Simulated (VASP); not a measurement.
Method: PBE GGA, VASP's PBE PAW potentials (set 64) (plane waves; VASP).

Input for VASP

File POSCAR:
```
CdSe
1
    2.1930000000    -3.7983870000     0.0000000000
    2.1930000000     3.7983870000     0.0000000000
    0.0000000000     0.0000000000     7.1502000000
Cd Se
2 2
Direct
  0.6666670000   0.3333330000   0.5000000000
  0.3333330000   0.6666670000   0.0000000000
  0.6666670000   0.3333330000   0.8760000000
  0.3333330000   0.6666670000   0.3760000000
```

File KPOINTS:
```
K-points
0
Gamma
 5 5 3
0 0 0
```

### INCAR
```
SYSTEM = CdSe
PREC = Accurate; ENCUT = 400; LREAL = F
LASPH = T; SYMPREC = 1E-3
EDIFF = 1E-6; NELM = 100; ALGO = Normal
LMAXMIX = 4
ISMEAR = 0; SIGMA = 0.05
GGA = PE
ISIF = 2
LWAVE = F; LCHARG = F
```

POTCAR, in this order: Cd Se (PBE.64 set). Program: vasp_std.

**Question.** What will the output report for the number of irreducible k-points (NKPTS), number of bands (NBANDS), largest plane-wave count, number of space-group operations, FFT grid (NGX, NGY, NGZ)?

**Answer.** 
```
Property                                      Result
--------------------------------------  ------------
number of irreducible k-points (NKPTS)            10
number of bands (NBANDS)                          22
largest plane-wave count                        2181
number of space-group operations                  12
FFT grid (NGX, NGY, NGZ)                30 × 30 × 48
```

The compound is CdSe in the wurtzite structure. The cell was not relaxed at this level. The run is one of a series of settings (SYMPREC = 1E-3 against the base run), some of them coarse on purpose.
